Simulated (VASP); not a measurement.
Method: PBEsol GGA, VASP's PBE PAW potentials (set 64) (plane waves; VASP).

The input files of a VASP run:

POSCAR:
```
Y
1
   -1.9844801729     1.9844801729     1.9844801729
    1.9844801729    -1.9844801729     1.9844801729
    1.9844801729     1.9844801729    -1.9844801729
Y
1
Direct
  0.0000000000   1.0000000000   0.0000000000
```

**KPOINTS**
```
k-points along high-symmetry lines
15
Line-mode
Reciprocal
  0.000000   0.000000   0.000000 ! GAMMA
  0.500000  -0.500000   0.500000 ! H

  0.500000  -0.500000   0.500000 ! H
  0.000000   0.000000   0.500000 ! N

  0.000000   0.000000   0.500000 ! N
  0.000000   0.000000   0.000000 ! GAMMA

  0.000000   0.000000   0.000000 ! GAMMA
  0.250000   0.250000   0.250000 ! P

  0.250000   0.250000   0.250000 ! P
  0.500000  -0.500000   0.500000 ! H

  0.250000   0.250000   0.250000 ! P
  0.000000   0.000000   0.500000 ! N
```

**INCAR**
```
! general
SYSTEM  = Y
PREC    = Accurate
ENCUT   = 400
LREAL   = .False.
LASPH   = .True.
ICHARG  = 11

! electronic loop
EDIFF   = 1E-7
NELM    = 100
ALGO    = Normal
LMAXMIX = 4

! smearing
ISMEAR  = 0
SIGMA   = 0.05

! functional
GGA     = PS

! output
LWAVE   = .False.
LCHARG  = .False.
LORBIT  = 11
```

POTCAR, in this order: Y_sv (PBE.64 set). Program: vasp_std. Read from the step before: CHGCAR.

Output of the run:

**OSZICAR**
```
       N       E                     dE             d eps       ncg     rms          rms(c)
DAV:   1     0.148149969714E+02    0.14815E+02   -0.51490E+03  1644   0.907E+02
DAV:   2    -0.647190810847E+01   -0.21287E+02   -0.20786E+02  1959   0.142E+02
DAV:   3    -0.725903470667E+01   -0.78713E+00   -0.77657E+00  2389   0.200E+01
DAV:   4    -0.727459235224E+01   -0.15558E-01   -0.15484E-01  2283   0.238E+00
DAV:   5    -0.727480834890E+01   -0.21600E-03   -0.21481E-03  2383   0.178E-01
DAV:   6    -0.727481542311E+01   -0.70742E-05   -0.70674E-05  2233   0.153E-02
DAV:   7    -0.727481546635E+01   -0.43246E-07   -0.43218E-07  2341   0.148E-03
   1 F= -.72748155E+01 E0= -.72715651E+01  d E =-.650064E-02
```

File OUTCAR:
```
 val. band max:        3.1205628682   @ k =   0.2857  -0.2857   0.2857

 cond. band min:       3.1404636720   @ k =   0.1786   0.1786   0.1786



 k-point     1 :       0.0000    0.0000    0.0000
  band No.  band energies     occupation
      1     -39.3784      2.00000
      2     -19.0537      2.00000
      3     -19.0537      2.00000
      4     -19.0537      2.00000
      5      -1.6430      2.00000
      6       4.9613      0.00000
      7       4.9613      0.00000
      8       4.9613      0.00000
      9       7.0134      0.00000

 k-point     2 :       0.0357   -0.0357    0.0357
  band No.  band energies     occupation
      1     -39.3763      2.00000
      2     -19.0660      2.00000
      3     -19.0592      2.00000
      4     -19.0592      2.00000
      5      -1.5719      2.00000
      6       4.9420      0.00000
      7       4.9420      0.00000
      8       4.9955      0.00000
      9       6.8747      0.00000

 k-point     3 :       0.0714   -0.0714    0.0714
  band No.  band energies     occupation
      1     -39.3702      2.00000
      2     -19.1008      2.00000
      3     -19.0751      2.00000
      4     -19.0751      2.00000
      5      -1.3625      2.00000
      6       4.8932      0.00000
      7       4.8932      0.00000
      8       5.0978      0.00000
      9       6.4993      0.00000

 k-point     4 :       0.1071   -0.1071    0.1071
  band No.  band energies     occupation
      1     -39.3604      2.00000
      2     -19.1536      2.00000
      3     -19.1008      2.00000
      4     -19.1008      2.00000
      5      -1.0263      2.00000
      6       4.8384      0.00000
      7       4.8384      0.00000
      8       5.2664      0.00000
      9       5.9730      0.00000

 k-point     5 :       0.1429   -0.1429    0.1429
  band No.  band energies     occupation
      1     -39.3477      2.00000
      2     -19.2175      2.00000
      3     -19.1353      2.00000
      4     -19.1353      2.00000
...
```

The density is held fixed in this step, so its total energy and stress have no physical meaning.

The structure was generated: Y was put into the bcc type (Im-3m), which need not be its known phase. It was relaxed first, which changed the volume by -5 %.
